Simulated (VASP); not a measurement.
A convergence study with VASP on NiSi₂ (fluorite): one setting is varied, all else stays as given below, so the limit is that of these other settings. Each run relaxes cell and ions from the cell shown. The basis is that of the starting cell, so low cut-offs carry a Pulay error.

```xyz
3
Lattice="0.0000 2.7050 2.7050 2.7050 0.0000 2.7050 2.7050 2.7050 0.0000" Properties=species:S:1:pos:R:3 pbc="T T T"
Si     1.3525     1.3525     1.3525
Si     4.0575     4.0575     4.0575
Ni     0.0000     0.0000     0.0000
```

Level of theory: PBE GGA, VASP's PBE PAW potentials (set 64) (plane waves; VASP). The tightest run used: 700 eV cut-off, 8×8×8 Γ-centred mesh, first-order Methfessel-Paxton smearing of 0.10 eV, potentials Si Ni.

```csv
setting,relaxed volume (Å³/atom),E (eV/atom),plane waves
ENCUT = 200,11.982,-5.7264,266
ENCUT = 250,13.100,-5.7624,363
ENCUT = 300,13.427,-5.7854,489
```

These are the cheaper rows. Estimate the results at ENCUT = 700, and how far the last row shown lies from them.

```
quantity                  tightest run  last row shown is off by
------------------------  ------------  ------------------------
relaxed volume (Å³/atom)        13.457                    -0.030
E (eV/atom)                    -5.7868                    0.0014
```

Left out are rungs that failed or repeat a setting and relaxations that didn't move; long series are thinned to 24 rows.

The compound is NiSi2 in the fluorite structure. The run is not spin-polarised, so no magnetic state was tried.
